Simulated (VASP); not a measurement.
Given:

```
Dy
1.0
    1.81494    -3.14356     0.00000
    1.81494     3.14356     0.00000
    0.00000     0.00000     5.59080
Dy
2
Direct
  0.33333   0.66667   0.25000
  0.66667   0.33333   0.75000
```

Computed with PBE GGA, VASP's PBE PAW potentials (set 64) (plane waves; VASP). Numerical set-up: 400 eV cut-off, 10×10×6 Γ-centred mesh, first-order Methfessel-Paxton smearing of 0.10 eV, potentials Dy_3.

The 4f electrons are frozen in the core of the lanthanide potential, so 4f levels, which can set the real gap, and their magnetism are missing.

Predict the energy per atom (σ→0), band gap (on the k-mesh) with the smallest direct gap where there is one.

```yaml
band gap (on the k-mesh): none (metal, semimetal or under 0.01 eV)
energy per atom (σ→0): -4.538 eV/atom
```

Total energies compare only between runs with the same potentials, cut-off and functional.

The compound is Dy in the hcp structure. It was relaxed first. The start is the result of an earlier pass.
